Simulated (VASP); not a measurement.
Given:

```xyz
63
Lattice="7.1466 0.0000 0.0000 0.0000 7.1466 0.0000 0.0000 0.0000 7.1466" Properties=species:S:1:pos:R:3 pbc="T T T"
C      3.5640     7.1393     7.1367
C      4.4573     0.9071     0.9043
C      5.3491     1.8000     0.0069
C      6.2458     2.6976     0.9011
C      5.3487     0.0092     1.7976
C      6.2453     0.9035     2.6954
C      7.1395     0.0064     0.0048
C      0.8791     0.9058     0.9039
C      1.7649     1.7807     7.1402
C      2.6771     2.6859     0.8952
C      3.5705     3.5779     7.1445
C      4.4664     4.4824     0.8859
C      5.3604     5.3825     7.1383
C      6.2456     6.2710     0.9027
C      1.7651     7.1424     1.7788
C      2.6778     0.8976     2.6838
C      3.4780     1.6878     1.6852
C      5.4457     3.6715     1.6860
C      6.2541     4.4768     2.6846
C      3.5709     0.0002     3.5759
C      4.4672     0.8878     4.4807
C      5.4452     1.6887     3.6693
C      6.2540     2.6866     4.4749
C      5.3612     7.1401     5.3801
C      6.2463     0.9048     6.2690
C      0.0024     3.5756     7.1379
C      0.8817     4.4811     0.8853
C      1.7844     5.3606     7.1387
C      2.6688     6.2712     0.8812
C      7.1340     1.8006     1.7987
C      0.8854     2.6890     2.6871
C      1.7745     3.5782     1.7867
C      2.5828     4.5765     2.5925
C      3.5621     5.3775     1.7819
C      4.4586     6.2663     2.6857
C      0.0023     7.1405     3.5731
C      0.8822     0.8876     4.4791
C      1.7758     1.7888     3.5760
C      2.5843     2.5949     4.5743
C      4.5510     4.5773     4.5749
C      5.3520     5.3681     3.5767
C      6.2647     6.2690     4.4828
C      1.7847     7.1405     5.3584
C      2.6690     0.8834     6.2691
C      3.5630     1.7838     5.3755
C      4.4589     2.6881     6.2643
C      5.3519     3.5793     5.3659
C      6.2643     4.4851     6.2673
C      0.0019     5.3777     1.7826
C      0.8809     6.2716     2.6885
C      7.1422     3.5760     3.5740
C      0.8943     4.4643     4.4626
C      1.7829     5.3620     3.5664
C      2.6811     6.2560     4.4632
C      0.0026     1.7848     5.3755
C      0.8814     2.6907     6.2693
C      1.7843     3.5684     5.3592
C      2.6811     4.4655     6.2539
C      3.5724     5.3584     5.3560
C      4.4656     6.2728     6.2706
C      0.0043     5.3595     5.3577
C      0.8915     6.2580     6.2564
Mg     4.0141     3.1337     3.1295
```
Cell charge +1.

Level of theory: HSE06 screened hybrid, VASP's PBE PAW potentials (set 64) (plane waves; VASP). Run with PREC = Normal, LREAL = Auto, ISYM = 0, NELECT = 249.0, EDIFF = 1E-5, 400 eV cut-off, 1×1×1 Γ-centred mesh, Gaussian smearing of 0.050 eV, potentials C Mg. Starting moments (MAGMOM): 63*0.0476. The cell's moment is fixed (NUPDOWN = 3).

The cell is charged, with a uniform compensating background. The supercell is sampled at Γ alone, which is coarse: total energies, pressure and levels can be off, energies of defects by several tenths of an eV.

### Question
Predict the cell moment, energy per atom (σ→0), largest force.

### Answer

- cell moment: 3.00 μB
- energy per atom (σ→0): -10.376 eV/atom
- largest force: 0.161 eV/Å

### Question
Give the moment on each site (PAW-sphere projection).

### Answer

```json
[
 {"site": "C1", "moment (μB)": "0.02"},
 {"site": "C2", "moment (μB)": "-0.01"},
 {"site": "C3", "moment (μB)": "0.00"},
 {"site": "C4", "moment (μB)": "-0.01"},
 {"site": "C5", "moment (μB)": "0.00"},
 {"site": "C6", "moment (μB)": "-0.01"},
 {"site": "C7", "moment (μB)": "0.00"},
 {"site": "C8", "moment (μB)": "0.00"},
 {"site": "C9", "moment (μB)": "0.01"},
 {"site": "C10", "moment (μB)": "0.00"},
 {"site": "C11", "moment (μB)": "0.00"},
 {"site": "C12", "moment (μB)": "0.01"},
 {"site": "C13", "moment (μB)": "0.03"},
 {"site": "C14", "moment (μB)": "0.00"},
 {"site": "C15", "moment (μB)": "0.01"},
 {"site": "C16", "moment (μB)": "0.00"},
 {"site": "C17", "moment (μB)": "0.16"},
 {"site": "C18", "moment (μB)": "0.30"},
 {"site": "C19", "moment (μB)": "0.00"},
 {"site": "C20", "moment (μB)": "0.00"},
 {"site": "C21", "moment (μB)": "0.01"},
 {"site": "C22", "moment (μB)": "0.30"},
 {"site": "C23", "moment (μB)": "0.00"},
 {"site": "C24", "moment (μB)": "0.03"},
 {"site": "C25", "moment (μB)": "0.00"},
 {"site": "C26", "moment (μB)": "0.03"},
 {"site": "C27", "moment (μB)": "0.02"},
 {"site": "C28", "moment (μB)": "0.00"},
 {"site": "C29", "moment (μB)": "0.03"},
 {"site": "C30", "moment (μB)": "0.01"},
 {"site": "C31", "moment (μB)": "0.00"},
 {"site": "C32", "moment (μB)": "0.00"},
 {"site": "C33", "moment (μB)": "0.30"},
 {"site": "C34", "moment (μB)": "0.01"},
 {"site": "C35", "moment (μB)": "0.00"},
 {"site": "C36", "moment (μB)": "0.03"},
 {"site": "C37", "moment (μB)": "0.02"},
 {"site": "C38", "moment (μB)": "0.00"},
 {"site": "C39", "moment (μB)": "0.30"},
 {"site": "C40", "moment (μB)": "0.16"},
 {"site": "C41", "moment (μB)": "0.00"},
 {"site": "C42", "moment (μB)": "0.01"},
 {"site": "C43", "moment (μB)": "0.00"},
 {"site": "C44", "moment (μB)": "0.03"},
 {"site": "C45", "moment (μB)": "0.01"},
 {"site": "C46", "moment (μB)": "0.00"},
 {"site": "C47", "moment (μB)": "0.00"},
 {"site": "C48", "moment (μB)": "0.01"},
 {"site": "C49", "moment (μB)": "0.02"},
 {"site": "C50", "moment (μB)": "0.03"},
 {"site": "C51", "moment (μB)": "0.00"},
 {"site": "C52", "moment (μB)": "0.01"},
 {"site": "C53", "moment (μB)": "-0.01"},
 {"site": "C54", "moment (μB)": "0.00"},
 {"site": "C55", "moment (μB)": "0.02"},
 {"site": "C56", "moment (μB)": "0.03"},
 {"site": "C57", "moment (μB)": "-0.01"},
 {"site": "C58", "moment (μB)": "0.00"},
 {"site": "C59", "moment (μB)": "-0.01"},
 {"site": "C60", "moment (μB)": "0.02"},
 {"site": "C61", "moment (μB)": "0.00"},
 {"site": "C62", "moment (μB)": "0.00"},
 {"site": "Mg63", "moment (μB)": "0.07"}
]
```

The cell is a supercell with a defect, built from C (diamond): Mg_C-vac_C, charge +1. The cell's shape comes from a PBE relaxation.
